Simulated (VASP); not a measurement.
Input:

```
SrTe
1.0
    0.00000     3.36408     3.36408
    3.36408     0.00000     3.36408
    3.36408     3.36408     0.00000
Sr Te
1 1
Direct
  0.00000   0.00000   0.00000
  0.50000   0.50000   0.50000
```

Computed with revPBE GGA, VASP's PBE PAW potentials (set 64) (plane waves; VASP). Numerical set-up: 520 eV cut-off, 7×7×7 Γ-centred mesh, Gaussian smearing of 0.050 eV, potentials Sr_sv Te.

Predict the energy per atom (σ→0).

```
Item                            Value
---------------------  --------------
energy per atom (σ→0)  -3.894 eV/atom
```

Only differences to runs with the same potentials and settings are physical.

The compound is SrTe in the rock salt structure. This cell is one point of a volume scan, at 0.97 of the reference volume.
